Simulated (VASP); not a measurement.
Level of theory: G0W0 on PBE orbitals, VASP's PBE PAW potentials (set 64) (plane waves; VASP).

A VASP calculation is set up with these files.

### INCAR
```
SYSTEM = Si
PREC = Normal
ENCUT = 350
ALGO = EVGW0
LREAL = .FALSE.
LASPH = .TRUE.
ISMEAR = 0
SIGMA = 0.01
GGA = PE
LWAVE = .FALSE.
LCHARG = .FALSE.
NELMGW = 1
NBANDS = 120
NOMEGA = 64
ENCUTGW = 180
NBANDSGW = 12
LSPECTRALGW = .TRUE.
```

### KPOINTS
```
Automatic mesh
0
Gamma
6 6 6
0 0 0
```

**POSCAR**
```
Si
1
    0.0000000000     2.7155000000     2.7155000000
    2.7155000000     0.0000000000     2.7155000000
    2.7155000000     2.7155000000     0.0000000000
Si
2
Direct
  0.0000000000   0.0000000000   0.0000000000
  0.2500000000   0.2500000000   0.2500000000
```

POTCAR, in this order: Si_GW (PBE.64 set). Program: vasp_std. Read from the step before: WAVECAR, WAVEDER.

What VASP printed:

### OSZICAR
```
energies w=
    0.000    0.000    0.307    0.000    0.613    0.000    0.918    0.000
    1.221    0.000    1.521    0.000    1.818    0.000    2.111    0.000
    2.401    0.000    2.687    0.000    2.969    0.000    3.247    0.000
    3.520    0.000    3.791    0.000    4.058    0.000    4.322    0.000
    4.583    0.000    4.841    0.000    5.098    0.000    5.354    0.000
    5.609    0.000    5.863    0.000    6.118    0.000    6.374    0.000
    6.631    0.000    6.890    0.000    7.153    0.000    7.419    0.000
    7.690    0.000    7.966    0.000    8.249    0.000    8.540    0.000
    8.839    0.000    9.149    0.000    9.471    0.000    9.805    0.000
   10.155    0.000   10.523    0.000   10.910    0.000   11.321    0.000
   11.757    0.000   12.223    0.000   12.725    0.000   13.266    0.000
   13.854    0.000   14.496    0.000   15.203    0.000   15.984    0.000
   16.858    0.000   17.839    0.000   18.955    0.000   20.233    0.000
   21.716    0.000   23.457    0.000   25.533    0.000   28.051    0.000
   31.170    0.000   35.129    0.000   40.320    0.000   47.414    0.000
   57.675    0.000   73.803    0.000  102.763    0.000  169.768    0.000
NQ=   1    0.0000    0.0000    0.0000,
 performed        246000 updates of chi_q(r,r)
NQ=   2    0.1667    0.0000    0.0000,
 performed        688000 updates of chi_q(r,r)
NQ=   3    0.3333    0.0000    0.0000,
 performed       1130000 updates of chi_q(r,r)
NQ=   4    0.5000    0.0000    0.0000,
 performed       1503000 updates of chi_q(r,r)
NQ=   5    0.1667    0.1667    0.0000,
 performed       1945000 updates of chi_q(r,r)
NQ=   6    0.3333    0.1667    0.0000,
 performed       2635000 updates of chi_q(r,r)
NQ=   7    0.5000    0.1667    0.0000,
 performed       3325000 updates of chi_q(r,r)
NQ=   8   -0.3333    0.1667    0.0000,
 performed       4015000 updates of chi_q(r,r)
NQ=   9   -0.1667    0.1667    0.0000,
 performed       4612000 updates of chi_q(r,r)
NQ=  10    0.3333    0.3333    0.0000,
 performed       5054000 updates of chi_q(r,r)
NQ=  11    0.5000    0.3333    0.0000,
 performed       5744000 updates of chi_q(r,r)
NQ=  12   -0.3333    0.3333    0.0000,
 performed       6341000 updates of chi_q(r,r)
NQ=  13    0.5000    0.5000    0.0000,
 performed       6673000 updates of chi_q(r,r)
NQ=  14    0.5000    0.3333    0.1667,
 performed       7449000 updates of chi_q(r,r)
NQ=  15   -0.3333    0.3333    0.1667,
 performed       8179000 updates of chi_q(r,r)
NQ=  16   -0.3333    0.5000    0.1667,
 performed       8779000 updates of chi_q(r,r)
 resolving degeneracies of screened two electron integrals
```

OUTCAR:
```


 k-point   1 :       0.0000    0.0000    0.0000
  band No.  KS-energies  QP-energies   sigma(KS)   V_xc(KS)     V^pw_x(r,r')   Z            occupation Imag(sigma)

      1      -6.4936      -6.8628     -11.0359     -10.4579     -17.5158       0.6388       2.0000       1.1428
      2       5.4692       4.9720     -12.0648     -11.4086     -12.7273       0.7578       2.0000       0.0329
      3       5.4692       4.9720     -12.0648     -11.4086     -12.7273       0.7578       2.0000       0.0329
      4       5.4692       4.9720     -12.0648     -11.4086     -12.7273       0.7578       2.0000       0.0329
      5       8.0286       8.1603      -9.9340     -10.1089      -5.7302       0.7528       0.0000      -0.0635
      6       8.0286       8.1603      -9.9340     -10.1089      -5.7302       0.7528       0.0000      -0.0635
      7       8.0286       8.1603      -9.9340     -10.1089      -5.7302       0.7528       0.0000      -0.0635
      8       8.8274       9.0729     -10.7305     -11.0595      -6.0651       0.7460       0.0000      -0.0754
      9      13.1940      13.3667      -9.7750     -10.0090      -4.2255       0.7380       0.0000      -0.2294
     10      13.1940      13.3667      -9.7750     -10.0090      -4.2255       0.7380       0.0000      -0.2294
     11      13.4238      13.1908      -8.0929      -7.7883      -2.6824       0.7651       0.0000      -0.2783
     12      16.7195      16.5985      -8.5218      -8.3595      -2.2819       0.7464       0.0000      -0.5820

 k-point   2 :       0.1667    0.0000    0.0000
  band No.  KS-energies  QP-energies   sigma(KS)   V_xc(KS)     V^pw_x(r,r')   Z            occupation Imag(sigma)

      1      -6.1325      -6.5155     -11.0821     -10.4914     -17.3948       0.6484       2.0000       1.0927
      2       3.0866       2.5862     -11.5892     -10.9084     -13.1334       0.7350       2.0000       0.0639
      3       5.0183       4.5242     -11.8852     -11.2307     -12.6607       0.7550       2.0000       0.0357
      4       5.0183       4.5242     -11.8852     -11.2307     -12.6607       0.7550       2.0000       0.0357
      5       7.8163       7.9387     -10.0498     -10.2117      -5.8634       0.7563       0.0000      -0.0615
      6       8.6772       8.8049     -10.0868     -10.2579      -5.6707       0.7464       0.0000      -0.0736
      7       8.6772       8.8049     -10.0868     -10.2579      -5.6707       0.7464       0.0000      -0.0736
      8      10.9182      11.0766     -10.7152     -10.9315      -5.5631       0.7327       0.0000      -0.1355
      9      12.5612      12.6650      -9.4447      -9.5844      -4.0325       0.7434       0.0000      -0.2151
     10      12.5612      12.6650      -9.4447      -9.5844      -4.0325       0.7434       0.0000      -0.2151
     11      14.5543      14.3602      -8.3507      -8.0946      -2.6254       0.7579       0.0000      -0.3623
     12      16.1261      15.9460      -8.4005      -8.1601      -2.3549       0.7492       0.0000      -0.4861

 k-point   3 :       0.3333    0.0000    0.0000
  band No.  KS-energies  QP-energies   sigma(KS)   V_xc(KS)     V^pw_x(r,r')   Z            occupation Imag(sigma)

      1      -5.1171      -5.5254     -11.2318     -10.6171     -17.0762       0.6642       2.0000       0.9464
      2       0.1328      -0.3530     -11.2392     -10.5432     -14.3971       0.6981       2.0000       0.2202
      3       4.4678       3.9519     -11.8399     -11.1515     -12.8885       0.7495       2.0000       0.0421
      4       4.4678       3.9519     -11.8399     -11.1515     -12.8885       0.7495       2.0000       0.0421
      5       7.2278       7.3311     -10.0123     -10.1480      -5.9897       0.7613       0.0000      -0.0558
      6       8.9741       9.1026      -9.7367      -9.9086      -5.1707       0.7481       0.0000      -0.0797
      7       8.9741       9.1026      -9.7367      -9.9086      -5.1707       0.7481       0.0000      -0.0797
      8      13.3358      13.2422      -9.0717      -8.9448      -3.2114       0.7369       0.0000      -0.2997
      9      13.4588      13.5221      -9.7402      -9.8260      -3.9436       0.7380       0.0000      -0.3125
     10      13.4588      13.5221      -9.7402      -9.8260      -3.9436       0.7380       0.0000      -0.3125
     11      14.5869      14.5461      -9.3327      -9.2783      -3.4722       0.7498       0.0000      -0.3623
     12      19.0827      18.9904      -9.4621      -9.3332      -2.6891       0.7161       0.0000      -0.6940

 k-point   4 :       0.5000    0.0000    0.0000
  band No.  KS-energies  QP-energies   sigma(KS)   V_xc(KS)     V^pw_x(r,r')   Z            occupation Imag(sigma)

      1      -4.1627      -4.5827     -11.4738     -10.8541     -16.8867       0.6779       2.0000       0.8097
      2      -1.5025      -1.9668     -10.9066     -10.2354     -14.9334       0.6919       2.0000       0.4093
      3       4.2696       3.7428     -11.8521     -11.1472     -13.0111       0.7474       2.0000       0.0446
      4       4.2696       3.7428     -11.8521     -11.1472     -13.0111       0.7474       2.0000       0.0446
      5       7.0026       7.1007     -10.0155     -10.1441      -6.0529       0.7630       0.0000      -0.0540
      6       8.8074       8.9299      -9.5312      -9.6942      -5.0117       0.7517       0.0000      -0.0767
      7       8.8074       8.9299      -9.5312      -9.6942      -5.0117       0.7517       0.0000      -0.0767
      8      13.1971      12.9757      -8.0858      -7.7903      -2.4157       0.7490       0.0000      -0.2866
      9      16.0295      16.0760     -10.1056     -10.1690      -3.6337       0.7320       0.0000      -0.5526
     10      16.0295      16.0760     -10.1056     -10.1690      -3.6337       0.7320       0.0000      -0.5526
     11      16.8126      16.8514     -10.0493     -10.1024      -3.3725       0.7314       0.0000      -0.6303
     12      16.8126      16.8514     -10.0493     -10.1024      -3.3725       0.7314       0.0000      -0.6303

 k-point   5 :       0.1667    0.1667    0.0000
  band No.  KS-energies  QP-energies   sigma(KS)   V_xc(KS)     V^pw_x(r,r')   Z            occupation Imag(sigma)

      1      -6.0096      -6.3982     -11.0964     -10.5010     -17.3512       0.6528       2.0000       1.0777
      2       3.4295       2.9459     -11.9614     -11.3055     -13.3653       0.7374       2.0000       0.0575
      3       4.2751       3.7707     -11.6087     -10.9352     -12.6416       0.7489       2.0000       0.0430
      4       4.2751       3.7707     -11.6087     -10.9352     -12.6416       0.7489       2.0000       0.0430
      5       7.1708       7.2327      -9.5638      -9.6450      -5.6228       0.7620       0.0000      -0.0553
      6       9.7674       9.8929      -9.8375     -10.0060      -5.0245       0.7449       0.0000      -0.0956
      7       9.8129       9.9383     -10.4107     -10.5806      -5.6319       0.7379       0.0000      -0.1018
      8       9.8129       9.9383     -10.4107     -10.5806      -5.6319       0.7379       0.0000      -0.1018
      9      12.0831      12.2208     -10.0597     -10.2454      -4.7321       0.7419       0.0000      -0.1889
     10      13.7354      13.8968      -9.8006     -10.0181      -4.0871       0.7419       0.0000      -0.2880
     11      15.2255      15.0563      -8.5012      -8.2777      -2.6887       0.7570       0.0000      -0.3928
     12      17.5521      17.3833      -8.7366      -8.5095      -2.2527       0.7434       0.0000      -0.6677

 k-point   6 :       0.3333    0.1667    0.0000
  band No.  KS-energies  QP-energies   sigma(KS)   V_xc(KS)     V^pw_x(r,r')   Z            occupation Imag(sigma)

      1      -5.1944      -5.6011     -11.1997     -10.5879     -17.0806       0.6647       2.0000       0.9588
      2       1.0308       0.5402     -11.5809     -10.8857     -14.2686       0.7058       2.0000       0.1508
      3       3.4749       2.9726     -11.4250     -10.7475     -12.7006       0.7414       2.0000       0.0529
      4       3.7219       3.1945     -11.5653     -10.8559     -12.8820       0.7434       2.0000       0.0510
      5       7.4317       7.4749      -9.6022      -9.6589      -5.5971       0.7620       0.0000      -0.0577
      6       9.5330       9.6525      -9.7365      -9.8972      -4.8934       0.7434       0.0000      -0.0977
      7       9.9929      10.0597      -9.9083      -9.9981      -5.1617       0.7449       0.0000      -0.1033
      8      10.5435      10.6712     -10.2009     -10.3746      -5.1306       0.7347       0.0000      -0.1301
      9      14.5455      14.6450      -9.8813     -10.0154      -3.8525       0.7415       0.0000      -0.3990
     10      14.6063      14.7494     -10.6073     -10.8034      -4.3946       0.7299       0.0000      -0.3933
     11      15.8956      15.7386      -8.5801      -8.3695      -2.5096       0.7457       0.0000      -0.4633
     12      18.3579      18.2153      -8.9240      -8.7287      -2.4803       0.7302       0.0000      -0.6088

 k-point   7 :       0.5000    0.1667    0.0000
  band No.  KS-energies  QP-energies   sigma(KS)   V_xc(KS)     V^pw_x(r,r')   Z            occupation Imag(sigma)

      1      -4.0033      -4.4268     -11.4411     -10.8167     -16.7730       0.6783       2.0000       0.7815
      2      -1.1384      -1.6040     -11.1492     -10.4782     -14.9971       0.6938       2.0000       0.3622
      3       2.6908       2.1733     -11.2949     -10.5879     -12.9613       0.7320       2.0000       0.0706
      4       3.6918       3.1573     -11.6319     -10.9123     -12.9886       0.7427       2.0000       0.0517
      5       7.5087       7.5699      -9.4590      -9.5392      -5.3516       0.7627       0.0000      -0.0596
      6       9.5836       9.6742     -10.0871     -10.2089      -5.3999       0.7447       0.0000      -0.0935
      7      10.0903      10.2097      -9.8135      -9.9747      -4.8769       0.7406       0.0000      -0.1142
      8      11.8906      11.9419      -9.8007      -9.8712      -4.2405       0.7287       0.0000      -0.2055
      9      14.8951      14.7988      -9.0719      -8.9414      -2.9448       0.7378       0.0000      -0.4161
...
```
(Selected blocks of OUTCAR.)

The mesh is coarse and the basis finite, so the quasiparticle values are not converged.

The compound is Si in the diamond structure. The cell was not relaxed at this level.
